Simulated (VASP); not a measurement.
```
CELL_PARAMETERS angstrom
     -2.29000     2.29000     2.29000
      2.29000    -2.29000     2.29000
      2.29000     2.29000    -2.29000
ATOMIC_POSITIONS crystal
  Eu 0.00000 0.00000 0.00000
```

All values below come from revTPSS meta-GGA, VASP's PBE PAW potentials (set 64) (plane waves; VASP 6.6.1). Numerical set-up: 520 eV cut-off, 10×10×10 Γ-centred mesh, first-order Methfessel-Paxton smearing of 0.10 eV, potentials Eu_2.

The 4f electrons are frozen in the core of the lanthanide potential, so 4f levels, which can set the real gap, and their magnetism are missing. Energy and stress use the plane-wave basis of the starting cell.

Task: The ions, cell shape and volume are relaxed. Predict the relaxed structure.

Result: 
```
CELL_PARAMETERS angstrom
     -2.18410     2.18410     2.18410
      2.18410    -2.18410     2.18410
      2.18410     2.18410    -2.18410
ATOMIC_POSITIONS crystal
  Eu 0.00000 0.00000 0.00000
```
Space group Im-3m (229), at a tolerance of 0.03 Å.

Task: How do energy and volume change from the first to the last step?

Result: The energy (σ→0) changes by -33.1 meV/atom and the volume by -13.2 %, in 4 ionic steps.

The compound is Eu in the bcc structure. This run relaxes it. Symmetry was kept, so distortions that lower it aren't found.
